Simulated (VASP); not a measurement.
## TaSb (relaxed from the NiAs type structure, space group P6_3/mmc): computed properties

Computed with PBEsol GGA, VASP's PBE PAW potentials (set 64) (plane waves; VASP).

```json
{
 "space_group": "P6_3/mmc (194)",
 "cell": "a = 3.503 Å, b = 3.503 Å, c = 7.676 Å, α = 90.00°, β = 90.00°, γ = 120.00°",
 "volume_per_atom": "20.39 Å^3/atom",
 "band gap (over mesh and band path)": "none (metal, semimetal or under 0.01 eV)",
 "density": "12.32 g/cm³"
}
```

```
CELL_PARAMETERS angstrom
      3.50317     0.00000     0.00000
     -1.75158     3.03383     0.00000
      0.00000     0.00000     7.67578
ATOMIC_POSITIONS crystal
  Ta 0.00000 0.00000 0.00000
  Ta 0.00000 0.00000 0.50000
  Sb 0.33333 0.66667 0.25000
  Sb 0.66667 0.33333 0.75000
```

Unless said otherwise, spin-orbit coupling is left out, though it shifts the bands of the heavy elements here.

The structure was generated: TaSb was put into the NiAs type type (P6_3/mmc), which need not be its known phase. It was relaxed first, which changed the volume by -43 %. Symmetry was kept, so distortions that lower it aren't found.
